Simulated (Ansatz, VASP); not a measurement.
## Cross-check of SiCl3 between VASP and Ansatz

One calculation is typed for both programs; each brings its own data sets. How far apart do they land? The cell is generated by rule, not measured, and may not be a known phase. The cell is taken from a series of runs on this material, whose earlier steps may have relaxed, scaled, displaced or heated it; both programs get it as it stands.

Method: plane waves, with VASP 6.6.1 beside it; zone-centre phonons at PBE, in Ansatz 0.2.0.

The structure was built from a prototype and need not be the compound's stable phase.

## 1. The starting structure

The structure is cubic, space group Pm-3m (No. 221). The conventional cell has a = 4.735 Å, b = 4.735 Å, c = 4.735 Å, α = 90.00°, β = 90.00°, γ = 90.00°. Si has 6 Cl at 2.37 Å nearest. Nearest to Cl lie 2 Si at 2.37 Å. Farther neighbours and most contacts between anions are not listed.

## 2. Ansatz: zone-centre phonons, PBE

Ansatz runs on norm-conserving files, of PseudoDojo where its log says so.

Second derivatives magnify differences that forces hide, and they need a tight electronic threshold.

Input file input.yaml:

```yaml
crystal:
  lattice:
    - [4.7349396865, 0.0, 0.0]
    - [0.0, 4.7349396865, 0.0]
    - [0.0, 0.0, 4.7349396865]
  atoms:
    - { symbol: Si, position: [0.0, 0.0, 0.0] }
    - { symbol: Cl, position: [0.5, 0.0, 0.0] }
    - { symbol: Cl, position: [0.0, 0.0, 0.5] }
    - { symbol: Cl, position: [0.0, 0.5, 0.0] }
kpoints:
  mp_grid: { grid: [10, 10, 10] }
hamiltonian:
  xc: pbe
  pseudopotentials: { kind: nc }
scf:
  occupations: { method: methfessel_paxton, width: 0.2 }
output:
  eigenvalues: true
phonons:
  method: dfpt
```

Launch:

```console
$ ansatz run input.yaml --threads 4 --pin off --max-ram 14336MiB --backend cpu --events-out ev --progress --plain --runs-dir out
```

Numbers of over 12 decimals in the logs are rounded to 6 here.

The log of the run:

```text
zone centre: on kpoints.mp_grid the ground state, and the responses unless they are solved on pairs of k-points, stand on 216 of the mesh's 1000 k-points, reduced under 8 symmetry operations, with k and −k counted as one. Each operation leaves every solved displacement unchanged or reverses it
Engine: ansatz 0.2.0, aarch64-unknown-linux-gnu
Pseudopotentials: kind: nc
Pseudopotential: Si, nc, valence charge 4, recommended cutoff 489.804952 eV (normal), Si.nc.azcp
Pseudopotential: Cl, nc, valence charge 7, recommended cutoff 789.130201 eV (normal), Cl.nc.azcp (PseudoDojo's, or run here from an input of PseudoDojo's: the run reads no file of this project's for it)
Functional definition: PBE
  parameter kappa = 0.804
  parameter beta = 0.066725
  exchange = pbe_x(kappa = kappa, mu = beta*pi^2/3)
  correlation = pbe_c(beta = beta)
Crystal: 4 atoms, lattice volume = 106.156 Å³
Basis set: ecut = 789.130201 eV, 5377 PW (Γ), exchange–correlation on 90×90×90 points (8 copies of the dense FFT grid, shifted against one another)
Bands: 17, of which v1, the nominal top of the filled ones, is band 13 counted from 1 (12 counted from 0)
Symmetry: 48 space group operations
k-points: 216 of 1000 (irreducible under 8 space group operations)
Non-local potential: Si, projectors of the file, l = 0: 2, l = 1: 2, l = 2: 2
Non-local potential: Cl, projectors of the file, l = 0: 2, l = 1: 2, l = 2: 2
Initial density: superposition of atomic densities (chi_scale 0.1, normalization cell, long waves kept (reshape's long-wave potential 0.02 eV rms))
Initial wavefunctions: pseudopotential atomic-orbital guess
Functional: x = pbe(κ = 0.804, μ = 0.219515), c = pbe(β = 0.066725)
SCF iter   1: F=—  HF=-1456.343186 eV  |F-HF|=—  |Δ(HF+E_count)|=         —  Δρ=2.06e-2  dr2=4.44e-1  ethr=3.10e-3  ⟨swp⟩=9.1  Hψ=25764  notcnv=0
preconditioner: auto → Resta (q_TF=auto, 2.144 Å⁻¹)  ε∞=3.4  [insulator: Δε(μ)=0.178 eV  Ē_g=11.630 eV  σ=0.200 eV  W_gap=0.51  n_scr=18 (ndim 8)  ℏωp=18.0 eV  f_vac=0.143  D(μ)=0.53/eV (n_scr^D=0)  ε∞_Penn≈3.4]
SCF iter   2: F=—  HF=-1456.248532 eV  |F-HF|=—  |Δ(HF+E_count)|=   9.47e-2  S|Δr|=    0.00e0  Δρ=1.01e-2  dr2=6.68e-2  ethr=1.77e-3  ⟨swp⟩=2.9  Hψ=7262  notcnv=0
preconditioner: auto → none  [metal: Δε(μ)=0.064 eV  Ē_g=11.456 eV  σ=0.200 eV  W_gap=0.26  n_scr=18 (ndim 8)  ℏωp=18.0 eV  f_vac=0.152  D(μ)=0.55/eV (n_scr^D=0)]
SCF iter   3: F=—  HF=-1456.247328 eV  |F-HF|=—  |Δ(HF+E_count)|=   1.20e-3  S|Δr|=    0.00e0  Δρ=2.00e-3  dr2=3.44e-3  ethr=2.67e-4  ⟨swp⟩=2.4  Hψ=6092  notcnv=0
SCF iter   4: F=—  HF=-1456.247741 eV  |F-HF|=—  |Δ(HF+E_count)|=   4.12e-4  S|Δr|=    0.00e0  Δρ=2.55e-4  dr2=4.12e-5  ethr=1.38e-5  ⟨swp⟩=2.0  Hψ=5888  notcnv=0
SCF iter   5: F=—  HF=-1456.247794 eV  |F-HF|=—  |Δ(HF+E_count)|=   5.33e-5  S|Δr|=    0.00e0  Δρ=6.90e-5  dr2=2.59e-6  ethr=1.65e-7  ⟨swp⟩=2.3  Hψ=6182  notcnv=0
SCF iter   6: F=—  HF=-1456.247772 eV  |F-HF|=—  |Δ(HF+E_count)|=   2.26e-5  S|Δr|=    0.00e0  Δρ=2.94e-6  dr2=6.94e-9  ethr=1.04e-8  ⟨swp⟩=2.2  Hψ=5905  notcnv=0  defer=40
SCF iter   7: F=—  HF=-1456.247772 eV  |F-HF|=—  |Δ(HF+E_count)|=   8.25e-9  S|Δr|=    0.00e0  Δρ=8.42e-7  dr2=7.82e-10  ethr=2.78e-11  ⟨swp⟩=2.8  Hψ=6884  notcnv=0  defer=41
SCF iter   8: F=—  HF=-1456.247772 eV  |F-HF|=—  |Δ(HF+E_count)|=  1.03e-10  S|Δr|=    0.00e0  Δρ=8.97e-8  dr2=1.06e-11  ethr=1.00e-12  ⟨swp⟩=10.1  Hψ=28995  notcnv=0
SCF iter   9: F=-1456.247772 eV  HF=-1456.247772 eV  |F-HF|=4.55e-13  |Δ(HF+E_count)|=  3.41e-12  S|Δr|=    0.00e0  Δρ=1.36e-8  dr2=2.72e-13  ethr=1.00e-12  ⟨swp⟩=6.3  Hψ=17472  notcnv=0
SCF 1 converged in 9 iterations: F = -1456.247772 eV  dr2 = 2.72e-13
DFPT response loops at Γ: preconditioner auto → none (partly filled bands, converged f_vac=0.166); β = 0.50; Broyden in place of MSR1
SCF converged after 9 iterations
Stability not checked: this state was not tested for a lower state beside it, because cold or Methfessel-Paxton smearing, or corrected tetrahedra, fill the levels in a way that the test cannot read (fill_not_monotonic; see scf.lower_state_search)
Free energy (F): -1456.247772 eV
Harris-Foulkes:  -1456.247772 eV  (|F-HF|=4.55e-13)
Internal energy: -1456.251098 eV  (E = F + TS)
E sigma→0 (E₀):  -1456.248603 eV
Entropy (-TS):   0.003326 eV (0.832 meV/atom)
Fermi energy:    2.208242 eV
Step filling:    the computed levels leave a gap of 0.0000 eV = 0.0 smearing widths at the electron count; against every level under it full and every level over it empty, smearing changes F+E_penalty+E_count by +0.645 meV and its σ→0 estimate by -0.186 meV
--- Per-component energies (eV) ---
  E_band       = -104.240889
  E_kinetic    = 495.764640
  E_local      = -1078.907839  (includes V_loc(G=0)·N_el)
  E_nonlocal   = 201.003228
  E_hartree    = 321.116497
  E_xc         = -407.071758
  E_vxc        = -364.333912  (∫ρ·V_xc dr)
  E_ewald      = -988.155865
  E_smearing   = 0.003326  (= −TS)
  E_closure    = -0.000000  (closes the sum)
  Σ components = -1456.247772   (vs F -1456.247772, Δ=0.00e0)
--- Band table (eV; the first three rows and the last of 216) ---
  k-point 0: bands = [... 9 lower, 0.1529, 0.2364, 0.2364, 0.2364, 7.6351, 8.3154, 8.3154, 8.3154]
  k-point 1: bands = [... 9 lower, 0.1330, 0.2171, 0.2171, 0.2708, 7.7575, 8.3358, 8.4505, 8.4505]
  k-point 2: bands = [... 9 lower, 0.0815, 0.2083, 0.2083, 0.4568, 8.0896, 8.3908, 8.6582, 8.8154]
  k-point 215: bands = [... 9 lower, 1.0673, 1.0673, 1.0673, 4.1168, 4.1168, 4.1168, 6.3148, 8.3704]
--- Phonons (Γ-DFPT): 3 representative perturbations + reference, on 216 of 1000 k-points (Σ response iterations 9) ---
  k mesh reduced under 8 symmetry operations, with k and −k counted as one. Each operation leaves every solved displacement unchanged or reverses it
  ASR residual: 2.043e-5 → 0.000e0 eV/Å²; symmetrization residual: 5.941e-6 eV/Å²
  ASR residual per site (eV/Å²): 4.95e-6 2.04e-5 2.04e-5 2.04e-5
  Γ frequencies (cm⁻¹): -258.25 -258.25 -258.25 0.00 0.00 0.00 89.29 89.29 89.29 188.42 188.42 188.42
  non-analytic LO–TO correction: not included (Born effective charges unavailable; polar crystals: no LO–TO splitting at Γ)
```

Reading the cycles: dr2 is the Hartree energy of the density residual (eV), the measure of convergence; HF is the Harris–Foulkes estimate of the energy, which meets the free energy F at convergence.

(Continued in part 2 of 2.)

[Lines on the potential files, build, host, timing and source positions are cut from VASP's logs without a mark.]

[Logs are printed without paths, hosts, clocks, repeated set-up lines and the standing remarks that a program may print on its own settings, such as how far it seeks lower states.]

[Hosts, paths, dates, database ids (printed as entryN), source tags and the programs' standing remarks are cut or masked in the printed files.]
